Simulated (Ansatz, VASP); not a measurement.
One calculation of B2Cl, two programs

```
B Cl
1.0
     5.34645    0.00000    0.00000
     0.00000    5.34645    0.00000
     0.00000    0.00000    2.90741
B Cl
4 2
Direct
  0.27688 0.27688 0.00000
  0.22312 0.77688 0.50000
  0.72312 0.72312 0.00000
  0.77688 0.22312 0.50000
  0.00000 0.00000 0.00000
  0.50000 0.50000 0.50000
```

Alike in both runs: functional PBE; k mesh 8 × 8 × 14; occupations gaussian, width 0.1 eV; no spin polarisation.

Ansatz relaxed the structure, and its values are those at the end. VASP's run is a single point on that final structure, the one shown.

```csv
,VASP,Ansatz
version,VASP 6.6.1,Ansatz 0.2.0
potentials or method,"VASP PAW PBE potentials, release 64 (B, Cl)","scalar-relativistic, plane waves, PAW"
plane-wave cutoff (eV),520,420
valence electrons in the cell,26,26
```

```csv
,VASP,Ansatz,Ansatz less VASP
gap on the k mesh at the Fermi level (eV),none,none,-
pressure (GPa),0.4,0.0,-0.41
rms of the force components (eV/Å),0.003,0.002,-0.0018
```

A gap of «none» marks a metal or a gap that the smearing closes. The functional is the same, so the differences come from potentials, cutoffs and numerics.
